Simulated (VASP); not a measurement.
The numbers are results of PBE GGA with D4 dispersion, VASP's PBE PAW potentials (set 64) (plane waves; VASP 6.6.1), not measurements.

VASP ran on this input.

File KPOINTS:
```
k-points along high-symmetry lines
10
Line-mode
Reciprocal
  0.000000   0.000000   0.000000 ! GAMMA
  0.500000  -0.000000   0.000000 ! M

  0.500000  -0.000000   0.000000 ! M
  0.333333   0.333333   0.000000 ! K

  0.333333   0.333333   0.000000 ! K
  0.000000   0.000000   0.000000 ! GAMMA

  0.000000   0.000000   0.000000 ! GAMMA
  0.000000   0.000000   0.500000 ! A

  0.000000   0.000000   0.500000 ! A
  0.500000  -0.000000   0.500000 ! L

  0.500000  -0.000000   0.500000 ! L
  0.333333   0.333333   0.500000 ! H

  0.333333   0.333333   0.500000 ! H
  0.000000   0.000000   0.500000 ! A

  0.500000  -0.000000   0.500000 ! L
  0.500000  -0.000000   0.000000 ! M

  0.333333   0.333333   0.500000 ! H
  0.333333   0.333333   0.000000 ! K
```

POSCAR:
```
SnSe2
1
    1.9202077425    -3.3258975875     0.0000000000
    1.9202077425     3.3258975875     0.0000000000
   -0.0000000000     0.0000000000     6.0129136033
Sn Se
1 2
Direct
  0.0000000000   0.0000000000   0.0000000000
  0.3333330000   0.6666670000   0.2648861837
  0.6666670000   0.3333330000   0.7351138163
```

INCAR:
```
! general
SYSTEM  = SnSe2
PREC    = Accurate
ENCUT   = 520
LREAL   = .FALSE.   ! projection in real space or not
LASPH   = .TRUE.   ! aspherical one-centre terms
ICHARG  = 11   ! fixed density

! electronic loop
EDIFF   = 1E-7
NELM    = 100   ! most electronic steps
ALGO    = Normal   ! blocked Davidson
LMAXMIX = 4

! smearing
ISMEAR  = 0   ! Gaussian
SIGMA   = 0.05

! functional
GGA     = PE   ! PBE
IVDW    = 13

! output
LWAVE   = .FALSE.
LCHARG  = .FALSE.
LORBIT  = 11   ! lm-projected
```

POTCAR, in this order: Sn_d Se (PBE.64 set). Program: vasp_std. Read from the step before: CHGCAR.

The resulting files:

OSZICAR:
```
       N       E                     dE             d eps       ncg     rms          rms(c)
DAV:   1     0.197773276447E+03    0.19777E+03   -0.12648E+04  3072   0.176E+03
DAV:   2     0.102618564879E+02   -0.18751E+03   -0.18415E+03  3367   0.397E+02
DAV:   3    -0.100460891197E+02   -0.20308E+02   -0.19666E+02  3834   0.119E+02
DAV:   4    -0.107344859352E+02   -0.68840E+00   -0.68670E+00  3756   0.224E+01
DAV:   5    -0.107499003740E+02   -0.15414E-01   -0.15406E-01  4347   0.351E+00
DAV:   6    -0.107501787760E+02   -0.27840E-03   -0.27839E-03  4023   0.375E-01
DAV:   7    -0.107501859162E+02   -0.71402E-05   -0.71403E-05  4523   0.555E-02
DAV:   8    -0.107501859831E+02   -0.66900E-07   -0.67032E-07  4006   0.550E-03
   1 F= -.11946888E+02 E0= -.11946888E+02  d E =-.105535E-10
```

OUTCAR:
```
 val. band max:        4.4378512584   @ k =   0.0741   0.0741   0.0000

 cond. band min:       4.8621364348   @ k =   0.5000   0.0000   0.3333



 k-point     1 :       0.0000    0.0000    0.0000
  band No.  band energies     occupation
      1     -16.9852      2.00000
      2     -16.9852      2.00000
      3     -16.9515      2.00000
      4     -16.9401      2.00000
      5     -16.9401      2.00000
      6      -9.5214      2.00000
      7      -7.8214      2.00000
      8      -2.0646      2.00000
      9       3.6908      2.00000
     10       3.6908      2.00000
     11       3.8602      2.00000
     12       3.8603      2.00000
     13       4.2992      2.00000
     14       5.1137      0.00000
     15       7.3243      0.00000
     16       8.8935      0.00000
     17       8.8935      0.00000

 k-point     2 :       0.0556    0.0000    0.0000
  band No.  band energies     occupation
      1     -16.9863      2.00000
      2     -16.9841      2.00000
      3     -16.9507      2.00000
      4     -16.9409      2.00000
      5     -16.9400      2.00000
      6      -9.4919      2.00000
      7      -7.8030      2.00000
      8      -2.0520      2.00000
      9       3.1971      2.00000
     10       3.4829      2.00000
     11       3.6991      2.00000
     12       4.0055      2.00000
     13       4.3670      2.00000
     14       5.4739      0.00000
     15       7.5141      0.00000
     16       8.7568      0.00000
     17       8.9432      0.00000

 k-point     3 :       0.1111    0.0000    0.0000
  band No.  band energies     occupation
      1     -16.9898      2.00000
      2     -16.9809      2.00000
      3     -16.9485      2.00000
      4     -16.9428      2.00000
      5     -16.9397      2.00000
      6      -9.4042      2.00000
      7      -7.7501      2.00000
      8      -2.0198      2.00000
      9       2.4213      2.00000
     10       3.1744      2.00000
     11       3.2394      2.00000
     12       4.1372      2.00000
...
```

The density is held fixed in this step, so its total energy and stress have no physical meaning. Unless said otherwise, spin-orbit coupling is left out, though it shifts the bands of the heavy elements here.

The compound is SnSe2 in the 1T layered structure. It was relaxed first.
